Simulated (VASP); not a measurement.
Input of a VASP 6.6.1 run:

Contents of INCAR:

```
PREC = Normal ; ENCUT = 520
EDIFF = 1E-4 ; ISMEAR = 0
SIGMA = 0.15 ; LREAL = Auto
LASPH = True ; NELM = 60
ALGO = Fast ; ISIF = 3
LWAVE = False ; LCHARG = False
GGA = PE ; IBRION = 2
NSW = 24 ; EDIFFG = -0.08
KPAR = 2
```

KPOINTS

```
regular mesh
0
Gamma
  4 4 1
```

Contents of POSCAR:

```
Sn2GeO3
1.0
    3.7500000000      0.0000000000      0.0000000000
    0.0000000000      3.7500000000      0.0000000000
    0.0000000000      0.0000000000     13.9000000000
Sn Ge O
4 2 6
Direct
    0.0000000000      0.5000000000      0.5880000000
    0.5000000000      0.0000000000      0.7460000000
    0.5000000000      0.0000000000      0.4120000000
    0.0000000000      0.5000000000      0.2540000000
    0.0000000000      0.5000000000      0.9210000000
    0.5000000000      0.0000000000      0.0790000000
    0.5000000000      0.5000000000      0.6667000000
    0.0000000000      0.0000000000      0.6667000000
    0.5000000000      0.5000000000      0.0000000000
    0.0000000000      0.0000000000      0.0000000000
    0.0000000000      0.0000000000      0.3333000000
    0.5000000000      0.5000000000      0.3333000000
```

Potentials or basis: VASP PAW PBE potentials, release 64 (Sn_d, Ge_d, O).

Command:

```bash
$ cat potpaw_PBE.64/Sn_d/POTCAR potpaw_PBE.64/Ge_d/POTCAR potpaw_PBE.64/O/POTCAR > POTCAR
$ mpirun -np 2 vasp_std > vasp.out
```

Predict the relaxed cell.

a = 3.810 Å, b = 3.810 Å, c = 14.546 Å, α = 90.00°, β = 90.00°, γ = 90.00°.

Predict the space group after relaxing (to 0.05 Å).

P4/nmm (No. 129).

Stress tensor (GPa, compression positive):
```
-0.66  0.00  0.00
 0.00 -0.66  0.00
 0.00  0.00  0.07
```

Caveat: the k mesh is coarse (spacing up to 0.45 Å⁻¹), so the values aren't converged.
